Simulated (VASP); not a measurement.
# LuAl3N4 (Pmn2_1) in VASP: notebook

One crystal, LuAl3N4, is run at these levels: PBE; tasks: equation of state.

Program: VASP 6.6.1. These are calculated values, not measurements. Logs are shortened: lines on timing, memory, paths and dates and some standing lists are left out, and cuts for length are marked.

### Step 1. The crystal as given

The structure is orthorhombic, space group Pmn2_1 (No. 31). Conventional cell: a = 6.586 Å, b = 5.673 Å, c = 5.146 Å, α = 90.00°, β = 90.00°, γ = 90.00°. Around Lu (site symmetry m) lie 4 N at 2.18 to 2.29 Å. Al (site symmetry m) has 4 N at 1.88 to 1.97 Å as nearest neighbours. Around Al (site symmetry 1) lie 4 N at 1.89 to 1.99 Å. N (site symmetry m) is surrounded by 3 Al at 1.91 to 1.92 Å. N (site symmetry 1) is surrounded by 3 Al at 1.88 to 1.90 Å. N (site symmetry m) has 3 Al at 1.97 to 1.99 Å as nearest neighbours.

The cell was built by a generator and needn't be a form met in nature.

### Step 2. Equation of state, PBE, 12.02 Å³/atom

Contents of INCAR:

```
SYSTEM = LuAl3N4
PREC = Accurate
ENCUT = 520
EDIFF = 1E-6
ISMEAR = 0
SIGMA = 0.03
LREAL = .False.
LASPH = .True.
NELM = 100
ALGO = Normal
ISIF = 4
LWAVE = .False.
LCHARG = .False.
GGA = PE
IBRION = 2
NSW = 30
EDIFFG = -0.02
KPAR = 4
```

Contents of KPOINTS:

```
Automatic mesh
0
Gamma
  4 4 6
  0 0 0
```

Contents of POSCAR:

```
LuAl3N4
1.0
    6.5856900000      0.0000000000      0.0000000000
    0.0000000000      5.6733900000      0.0000000000
    0.0000000000      0.0000000000      5.1455100000
Lu Al N
2 6 8
Direct
    0.5000000000      0.8374850000      0.9802620000
    0.0000000000      0.1625150000      0.4802620000
    0.5000000000      0.1863580000      0.4959160000
    0.0000000000      0.8136420000      0.9959160000
    0.7501810000      0.6596660000      0.4954470000
    0.2498190000      0.6596660000      0.4954470000
    0.2501810000      0.3403340000      0.9954470000
    0.7498190000      0.3403340000      0.9954470000
    0.5000000000      0.2105990000      0.8655550000
    0.0000000000      0.7894010000      0.3655550000
    0.7738930000      0.6502730000      0.8632110000
    0.2261070000      0.6502730000      0.8632110000
    0.5000000000      0.8453590000      0.4252080000
    0.2738930000      0.3497270000      0.3632110000
    0.7261070000      0.3497270000      0.3632110000
    0.0000000000      0.1546410000      0.9252080000
```

Potentials or basis: VASP PAW PBE potentials, release 64 (Lu, Al, N).

Command:

```
$ cat potpaw_PBE.64/Lu/POTCAR potpaw_PBE.64/Al/POTCAR potpaw_PBE.64/N/POTCAR > POTCAR
$ mpirun -np 4 vasp_std > vasp.out
```

OUTCAR:

```text
SYSTEM = LuAl3N4
   PREC = Accurate
   ENCUT = 520
   EDIFF = 1E-6
   ISMEAR = 0
   LREAL = .False.
   LASPH = .True.
   NELM = 100
   ISIF = 4
   GGA = PE
   IBRION = 2
   NSW = 30
   EDIFFG = -0.02

 ion  position               nearest neighbor table
   1  0.500  0.837  0.980-  11 2.18  12 2.18   9 2.20  13 2.29   5 3.16   6 3.16   3 3.18   7 3.27
                             8 3.27   6 3.28   5 3.28   8 3.29   7 3.29   4 3.30   4 3.30   3 3.31
   2  0.000  0.163  0.480-  14 2.18  15 2.18  10 2.20  16 2.29   7 3.16   8 3.16   4 3.18   5 3.27
                             6 3.27   8 3.28   7 3.28   5 3.29   6 3.29   3 3.30   3 3.30   4 3.31
   3  0.500  0.186  0.496-  14 1.88  15 1.88   9 1.91  13 1.97   5 3.15   6 3.15   7 3.17   8 3.17
                             7 3.18   8 3.18   1 3.18   2 3.30   2 3.30   1 3.31
   4  0.000  0.814  0.996-  11 1.88  12 1.88  10 1.91  16 1.97   7 3.15   8 3.15   5 3.17   6 3.17
                             5 3.18   6 3.18   2 3.18   1 3.30   1 3.30   2 3.31
   5  0.750  0.660  0.495-  15 1.89  11 1.90  10 1.92  13 1.99   8 3.15   8 3.15   3 3.15   1 3.16
                             4 3.17   4 3.18   2 3.27   1 3.28   6 3.29   2 3.29   6 3.30
   6  0.250  0.660  0.495-  14 1.89  12 1.90  10 1.92  13 1.99   7 3.15   7 3.15   3 3.15   1 3.16
                             4 3.17   4 3.18   2 3.27   1 3.28   5 3.29   2 3.29   5 3.30
   7  0.250  0.340  0.995-  12 1.89  14 1.90   9 1.92  16 1.99   6 3.15   6 3.15   4 3.15   2 3.16
                             3 3.17   3 3.18   1 3.27   2 3.28   8 3.29   1 3.29   8 3.30
   8  0.750  0.340  0.995-  11 1.89  15 1.90   9 1.92  16 1.99   5 3.15   5 3.15   4 3.15   2 3.16
                             3 3.17   3 3.18   1 3.27   2 3.28   7 3.29   1 3.29   7 3.30
   9  0.500  0.211  0.866-   3 1.91   7 1.92   8 1.92   1 2.20
  10  0.000  0.789  0.366-   4 1.91   5 1.92   6 1.92   2 2.20
  11  0.774  0.650  0.863-   4 1.88   8 1.89   5 1.90   1 2.18
  12  0.226  0.650  0.863-   4 1.88   7 1.89   6 1.90   1 2.18
  13  0.500  0.845  0.425-   3 1.97   5 1.99   6 1.99   1 2.29
  14  0.274  0.350  0.363-   3 1.88   6 1.89   7 1.90   2 2.18
  15  0.726  0.350  0.363-   3 1.88   5 1.89   8 1.90   2 2.18
  16  0.000  0.155  0.925-   4 1.97   7 1.99   8 1.99   2 2.29

  LATTYP: Found a simple orthorhombic cell.
 ALAT       =     5.1455100000
 B/A-ratio  =     1.1025904138
 C/A-ratio  =     1.2798906231

  Lattice vectors:

 A1 = (   0.0000000000,   0.0000000000,  -5.1455100000)
 A2 = (   0.0000000000,   5.6733900000,   0.0000000000)
 A3 = (   6.5856900000,   0.0000000000,   0.0000000000)

Analysis of symmetry for initial positions (statically):
=====================================================================
 Subroutine PRICEL returns:
 Original cell was already a primitive cell.

 Routine SETGRP: Setting up the symmetry group for a
 simple orthorhombic supercell.

 Subroutine GETGRP returns: Found  4 space group operations
 (whereof  2 operations were pure point group operations)
 out of a pool of  8 trial point group operations.

The static configuration has the point symmetry C_1h.
 The point group associated with its full space group is C_2v.

Analysis of symmetry for dynamics (positions and initial velocities):
=====================================================================
 Subroutine PRICEL returns:
 Original cell was already a primitive cell.

 Routine SETGRP: Setting up the symmetry group for a
 simple orthorhombic supercell.

 Subroutine GETGRP returns: Found  4 space group operations
 (whereof  2 operations were pure point group operations)
 out of a pool of  8 trial point group operations.

The dynamic configuration has the point symmetry C_1h.
 The point group associated with its full space group is C_2v.

 Subroutine INISYM returns: Found  4 space group operations
 (whereof  2 operations are pure point group operations),
 and found     1 'primitive' translations

----------------------------------------------------------------------------------------

                                     Primitive cell

  volume of cell :     192.2527

  direct lattice vectors                    reciprocal lattice vectors
     6.585690000  0.000000000  0.000000000     0.151844378  0.000000000  0.000000000
     0.000000000  5.673390000  0.000000000     0.000000000  0.176261459  0.000000000
     0.000000000  0.000000000  5.145510000     0.000000000  0.000000000  0.194344195

  length of vectors
     6.585690000  5.673390000  5.145510000     0.151844378  0.176261459  0.194344195

  position of ions in fractional coordinates (direct lattice)
     0.500000000  0.837485000  0.980262000
[... 47 lines left out ...]
     0.000000000  0.044065365  0.000000000     0.000000000  0.250000000  0.000000000
     0.000000000  0.000000000  0.032390699     0.000000000  0.000000000  0.166666667

  Length of vectors
     0.037961094  0.044065365  0.032390699

  Shift w.r.t. Gamma in fractional coordinates (k-lattice)
     0.000000000  0.000000000  0.000000000

 Subroutine IBZKPT returns following result:
 ===========================================

 Found     36 irreducible k-points:

 Following reciprocal coordinates:
            Coordinates               Weight
  0.000000  0.000000  0.000000      1.000000
  0.250000  0.000000  0.000000      2.000000
  0.500000  0.000000  0.000000      1.000000
  0.000000  0.250000  0.000000      2.000000
  0.250000  0.250000  0.000000      4.000000
  0.500000  0.250000  0.000000      2.000000
[... 16 lines left out ...]
  0.250000  0.250000  0.333333      8.000000
  0.500000  0.250000  0.333333      4.000000
 [... further k-points ...]
   k-points           NKPTS =     36   k-points in BZ     NKDIM =     36   number of bands    NBANDS=     64
   number of dos      NEDOS =    301   number of ions     NIONS =     16
   total plane-waves  NPLWV =  84000
   dimension x,y,z NGX =    50 NGY =   42 NGZ =   40
   dimension x,y,z NGXF=   100 NGYF=   84 NGZF=   80
   ions per type =               2   6   8
   NGX,Y,Z   is equivalent  to a cutoff of  12.62, 12.31, 12.92 a.u.
   NGXF,Y,Z  is equivalent  to a cutoff of  25.24, 24.61, 25.85 a.u.
 SYSTEM =  LuAl3N4
   PREC   = accura    normal or accurate (medium, high low for compatibility)
   ISTART =      0    job   : 0-new  1-cont  2-samecut
   ICHARG =      2    charge: 1-file 2-atom 10-const
   ISPIN  =      1    spin polarized calculation?
   LNONCOLLINEAR =      F non collinear calculations
   LSORBIT =      F    spin-orbit coupling
   LASPH  =      T    aspherical Exc in radial PAW
   ENCUT  =  520.0 eV  38.22 Ry    6.18 a.u.  12.25 10.55  9.57*2*pi/ulx,y,z
   NELM   =    100;   NELMIN=  2; NELMDL= -5     # of ELM steps
   EDIFF  = 0.1E-05   stopping-criterion for ELM
   LREAL  =      F    real-space projection
   EDIFFG = -.2E-01   stopping-criterion for IOM
   NSW    =     30    number of steps for IOM
   IBRION =      2    ionic relax: 0-MD 1-quasi-New 2-CG
   NFREE  =      1    steps in history (QN), initial steepest desc. (CG)
   ISIF   =      4    stress and relaxation
   ISYM   =      2    0-nonsym 1-usesym 2-fastsym
   POTIM  = 0.5000    time-step for ionic-motion
   TEBEG  =    0.0;   TEEND  =   0.0 temperature during run
   PSTRESS=    0.0 pullay stress
   NELECT =     108.0000    total number of electrons
   NUPDOWN=      -1.0000    fix difference up-down
   EMIN   =  10.00;   EMAX   =-10.00  energy-range for DOS
   EFERMI =   0.00;   METHOD = LEGACY
   ISMEAR =     0;   SIGMA  =   0.03  broadening in eV -4-tet -1-fermi 0-gaus
   EFERMI_NEDOS =   21; number of points for ismear=-14 and -15
   IALGO  =     38    algorithm
   IMIX   =      4    mixing-type and parameters
     AMIX     =   0.40;   BMIX     =  1.00
     AMIX_MAG =   1.60;   BMIX_MAG =  1.00
  volume/ion in A,a.u.               =      12.02        81.09
  Fermi-wavevector in a.u.,A,eV,Ry     =   1.350803  2.552647 24.826120  1.824668
  Thomas-Fermi vector in A             =   2.478277
   LORBIT       =      0    0 simple, 1 ext, 2 COOP (PROOUT), +10 PAW based schemes
   GGA     = PE    functional components
   LHFCALC =     F    Hartree Fock is set to
   AEXX    =    0.0000 exact exchange contribution
   IVDW    =     0    specifies the selected vdW correction
   LEPSILON=     F    determine dielectric tensor
   LRPA    =     F    only Hartree local field effects (RPA)
 conjugate gradient relaxation of ions
 non-spin polarized calculation
 Gauss-broadening in eV      SIGMA  =   0.03
  energy-cutoff  :      520.00
  volume of cell :      192.25
 maximum number of plane-waves:      5202
 NGX is ok and might be reduce to    50
   NGX = 25   NGY = 21   NGZ = 19

 number of electron     107.9999973 magnetization

 Free energy of the ion-electron system (eV)
  ---------------------------------------------------
  ext. energy  EPLUGINS =         0.00000000
  ---------------------------------------------------
  free energy    TOTEN  =      -120.28419627 eV

  energy without entropy =     -120.28419627  energy(sigma->0) =     -120.28419627

 E-fermi :   4.6622     XC(G=0): -10.9637

 val. band max:        4.4637596379   @ k =   0.2500   0.5000   0.0000
 cond. band min:       7.6612965918   @ k =   0.0000   0.0000   0.0000
 fundamental gap:      3.1975369540
 Fermi energy:         4.6621602665

 k-point     1 :       0.0000    0.0000    0.0000
  band No.  band energies     occupation
      1     -49.1135      2.00000
      2     -49.1132      2.00000
      3     -20.0213      2.00000
      4     -20.0005      2.00000
      5     -19.9773      2.00000
      6     -19.9752      2.00000
[... 1597 lines left out ...]
     63      10.8913      0.00000
     64      11.0478      0.00000

 [... further k-points ...]

------------------------ aborting loop because EDIFF is reached ----------------------------------------

  FORCE on cell =-STRESS in cart. coord.  units (eV):
  Direction    XX          YY          ZZ          XY          YZ          ZX
  --------------------------------------------------------------------------------------
  -------------------------------------------------------------------------------------
  Total       -0.0689968     -0.0525245     -0.0527471      0.0000000      0.0000000      0.0000000
  in kB       -0.5749988     -0.4377237     -0.4395788      0.0000000      0.0000000      0.0000000
  external PRESSURE =      -0.4841004 kB  Pullay stress =       0.0000000 kB

 VOLUME and BASIS-vectors are now :
 -----------------------------------------------------------------------------
  energy-cutoff  :      520.00
  volume of cell :      192.25
      direct lattice vectors                 reciprocal lattice vectors
     6.585690000  0.000000000  0.000000000     0.151844378  0.000000000  0.000000000
     0.000000000  5.673390000  0.000000000     0.000000000  0.176261459  0.000000000
     0.000000000  0.000000000  5.145510000     0.000000000  0.000000000  0.194344195

 POSITION                                       TOTAL-FORCE (eV/Angst)
 -----------------------------------------------------------------------------------
      3.29284      4.75138      5.04395         0.000000      0.003193     -0.001319
      0.00000      0.92201      2.47119         0.000000     -0.003193     -0.001319
      3.29284      1.05728      2.55174         0.000000     -0.002764     -0.000839
      0.00000      4.61611      5.12450         0.000000      0.002764     -0.000839
      4.94046      3.74254      2.54933         0.000219     -0.001309     -0.000030
      1.64523      3.74254      2.54933        -0.000219     -0.001309     -0.000030
[... 8 lines left out ...]
      4.78192      1.98414      1.86891        -0.000575     -0.000443     -0.001037
      0.00000      0.87734      4.76067         0.000000      0.001344      0.002016
 -----------------------------------------------------------------------------------
    total drift:                                0.000000      0.000000     -0.001215

  FREE ENERGIE OF THE ION-ELECTRON SYSTEM (eV)
  ---------------------------------------------------
  free  energy   TOTEN  =      -120.2841962699 eV

  energy  without entropy=     -120.2841962699  energy(sigma->0) =     -120.28419627

 reached required accuracy - stopping structural energy minimisation
```

It took 2.6 min on 4 MPI ranks of Intel Xeon 6975P-C (Granite Rapids), shared host; peak memory 0.5 GiB.

What came out:

```
Free energy            : -120.2842 eV
Pressure               : 0.0 GPa
Largest force          : 0.003 eV/Å
Band gap on the k mesh : 3.20 eV, indirect (least direct gap 3.23 eV)
```

Caveat: spin-orbit coupling is left out, which moves the levels of the heavy elements.

### Step 3. Equation of state, PBE, 11.66 Å³/atom (volume scaled by 0.97)

INCAR is that of step 2.

KPOINTS is that of step 2.

Edit POSCAR of step 2 so:

```diff
@@ -2,5 +2,5 @@
 1.0
-    6.5856900000      0.0000000000      0.0000000000
-    0.0000000000      5.6733900000      0.0000000000
-    0.0000000000      0.0000000000      5.1455100000
+    6.5191633304      0.0000000000      0.0000000000
+    0.0000000000      5.6160791120      0.0000000000
+    0.0000000000      0.0000000000      5.0935315978
 Lu Al N
```

Potentials or basis: VASP PAW PBE potentials, release 64 (Lu, Al, N).

Command:

```
$ cat potpaw_PBE.64/Lu/POTCAR potpaw_PBE.64/Al/POTCAR potpaw_PBE.64/N/POTCAR > POTCAR
$ mpirun -np 4 vasp_std > vasp.out
```

It took 4.1 min on 4 MPI ranks of Intel Xeon 6975P-C (Granite Rapids), shared host; peak memory 0.5 GiB.

It converged, with:

```yaml
Free_energy: -120.1845 eV
Pressure: 5.5 GPa
Largest_force: 0.013 eV/Å
Band_gap_on_the_k_mesh: 3.35 eV, indirect (least direct gap 3.40 eV)
```

Caveat: spin-orbit coupling is left out, which moves the levels of the heavy elements.

### Step 4. Equation of state, PBE, 12.38 Å³/atom (volume scaled by 1.03)

INCAR is that of step 3.

KPOINTS is that of step 3.

Edit POSCAR of step 3 so:

```diff
@@ -2,5 +2,5 @@
 1.0
-    6.5191633304      0.0000000000      0.0000000000
-    0.0000000000      5.6160791120      0.0000000000
-    0.0000000000      0.0000000000      5.0935315978
+    6.6508990923      0.0000000000      0.0000000000
+    0.0000000000      5.7295658316      0.0000000000
+    0.0000000000      0.0000000000      5.1964589570
 Lu Al N
```

Command:

```
$ cat potpaw_PBE.64/Lu/POTCAR potpaw_PBE.64/Al/POTCAR potpaw_PBE.64/N/POTCAR > POTCAR
$ mpirun -np 4 vasp_std > vasp.out
```

It took 4.9 min on 4 MPI ranks of Intel Xeon 6975P-C (Granite Rapids), shared host; peak memory 0.53 GiB.

The run converged. Its results:

```
Free energy            : -120.2001 eV
Pressure               : -4.7 GPa
Largest force          : 0.010 eV/Å
Band gap on the k mesh : 3.04 eV, indirect (least direct gap 3.06 eV)
```

Caveat: spin-orbit coupling is left out, which moves the levels of the heavy elements.

### Step 5. Equation of state, PBE, 11.29 Å³/atom (volume scaled by 0.94)

INCAR is that of step 4.

KPOINTS is that of step 4.

Edit POSCAR of step 4 so:

```diff
@@ -2,5 +2,5 @@
 1.0
-    6.6508990923      0.0000000000      0.0000000000
-    0.0000000000      5.7295658316      0.0000000000
-    0.0000000000      0.0000000000      5.1964589570
+    6.4512504403      0.0000000000      0.0000000000
+    0.0000000000      5.5575740333      0.0000000000
+    0.0000000000      0.0000000000      5.0404701183
 Lu Al N
```

Command:

```
$ cat potpaw_PBE.64/Lu/POTCAR potpaw_PBE.64/Al/POTCAR potpaw_PBE.64/N/POTCAR > POTCAR
$ mpirun -np 4 vasp_std > vasp.out
```

Run time: 5.7 min. Hardware: 4 MPI ranks of Intel Xeon 6975P-C (Granite Rapids), shared host; peak memory 0.51 GiB.

Results (log left out):

* Free energy: -119.8716 eV
* Pressure: 11.8 GPa
* Largest force: 0.012 eV/Å
* Band gap on the k mesh: 3.49 eV, indirect (least direct gap 3.56 eV)

Caveat: spin-orbit coupling is left out, which moves the levels of the heavy elements.

### Step 6. Equation of state, PBE, 12.74 Å³/atom (volume scaled by 1.06)

INCAR is that of step 5.

KPOINTS is that of step 5.

Edit POSCAR of step 5 so:

```diff
@@ -2,5 +2,5 @@
 1.0
-    6.4512504403      0.0000000000      0.0000000000
-    0.0000000000      5.5575740333      0.0000000000
-    0.0000000000      0.0000000000      5.0404701183
+    6.7148539685      0.0000000000      0.0000000000
+    0.0000000000      5.7846611906      0.0000000000
+    0.0000000000      0.0000000000      5.2464279739
 Lu Al N
```

Potentials or basis: VASP PAW PBE potentials, release 64 (Lu, Al, N).

Command:

```
$ cat potpaw_PBE.64/Lu/POTCAR potpaw_PBE.64/Al/POTCAR potpaw_PBE.64/N/POTCAR > POTCAR
$ mpirun -np 4 vasp_std > vasp.out
```

Run time: 6.9 min. Hardware: 4 MPI ranks of Intel Xeon 6975P-C (Granite Rapids), shared host; peak memory 0.54 GiB.

It converged, with:

```
Free energy            : -119.9576 eV
Pressure               : -8.8 GPa
Largest force          : 0.019 eV/Å
Band gap on the k mesh : 2.88 eV, indirect (least direct gap 2.89 eV)
```

Caveat: spin-orbit coupling is left out, which moves the levels of the heavy elements.

### Step 7. Equation of state, PBE, 10.93 Å³/atom (volume scaled by 0.91)

INCAR is that of step 6.

KPOINTS is that of step 6.

Edit POSCAR of step 6 so:

```diff
@@ -2,5 +2,5 @@
 1.0
-    6.7148539685      0.0000000000      0.0000000000
-    0.0000000000      5.7846611906      0.0000000000
-    0.0000000000      0.0000000000      5.2464279739
+    6.3818767794      0.0000000000      0.0000000000
+    0.0000000000      5.4978105410      0.0000000000
+    0.0000000000      0.0000000000      4.9862673140
 Lu Al N
```

Command:

```
$ cat potpaw_PBE.64/Lu/POTCAR potpaw_PBE.64/Al/POTCAR potpaw_PBE.64/N/POTCAR > POTCAR
$ mpirun -np 4 vasp_std > vasp.out
```

Wall time 6.4 min (4 MPI ranks of Intel Xeon 6975P-C (Granite Rapids), shared host); peak memory 0.48 GiB.

Results (log left out):

- Free energy: -119.3109 eV
- Pressure: 19.2 GPa
- Largest force: 0.018 eV/Å
- Band gap on the k mesh: 3.62 eV, indirect (least direct gap 3.70 eV)

Caveat: spin-orbit coupling is left out, which moves the levels of the heavy elements.

### Step 8. Equation of state, PBE, 13.10 Å³/atom (volume scaled by 1.09)

INCAR is that of step 7.

KPOINTS is that of step 7.

Edit POSCAR of step 7 so:

```diff
@@ -2,5 +2,5 @@
 1.0
-    6.3818767794      0.0000000000      0.0000000000
-    0.0000000000      5.4978105410      0.0000000000
-    0.0000000000      0.0000000000      4.9862673140
+    6.7776132507      0.0000000000      0.0000000000
+    0.0000000000      5.8387265784      0.0000000000
+    0.0000000000      0.0000000000      5.2954628532
 Lu Al N
```

Command:

```
$ cat potpaw_PBE.64/Lu/POTCAR potpaw_PBE.64/Al/POTCAR potpaw_PBE.64/N/POTCAR > POTCAR
$ mpirun -np 4 vasp_std > vasp.out
```

It took 7 min on 4 MPI ranks of Intel Xeon 6975P-C (Granite Rapids), shared host; peak memory 0.56 GiB.

The run converged. Its results:

```
Free energy            : -119.5789 eV
Pressure               : -12.3 GPa
Largest force          : 0.014 eV/Å
Band gap on the k mesh : 2.71 eV, indirect (least direct gap 2.72 eV)
```

Caveat: spin-orbit coupling is left out, which moves the levels of the heavy elements.
